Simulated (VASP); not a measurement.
The system is TcSe2.

```xyz
3
Lattice="1.9284 1.1134 5.8303 -1.9284 1.1134 5.8303 0.0000 -2.2267 5.8303" Properties=species:S:1:pos:R:3 pbc="T T T"
Tc    0.0000    0.0000    0.0000
Se    0.0000    0.0000    4.4077
Se    0.0000    0.0000   13.0833
```

The cell was built by a generator and needn't be a form met in nature.

Base run:

```yaml
Program: VASP 6.6.1
Functional: r2SCAN
Potentials_or_basis: VASP PAW PBE potentials, release 64 (Tc_pv, Se)
Cutoff: 520 eV
k_mesh: 6 × 6 × 6
Occupations: gaussian, width 0.05 eV
Spin: collinear spin, random start
Starting_moments: "[0.06, 0.0, 0.0] μB"
Hubbard_terms: Tc d U = 2 eV
```

Its results: band gap on the k mesh none (metal or under the smearing width); pressure -7.2 GPa; net moment 1.44 μB per cell; site moments Tc +1.41; Se -0.02 μB; largest force 0.809 eV/Å.

Question: The run is repeated on the same cell with these changes: hubbard terms from Tc d U = 2 eV to Tc d U = 7 eV; moments at the start from [0.06, 0.0, 0.0] to [-0.11, 0.0, 0.0]. What comes out?

Answer: Band gap on the k mesh none (metal or under the smearing width); pressure 1.6 GPa; net moment -3.00 μB per cell; site moments Tc -3.79; Se +0.30 μB; largest force 0.219 eV/Å.

Caveats: the PAW data sets were made with another functional, which shifts forces and pressure a little.

Not every run made on this cell is shown here.
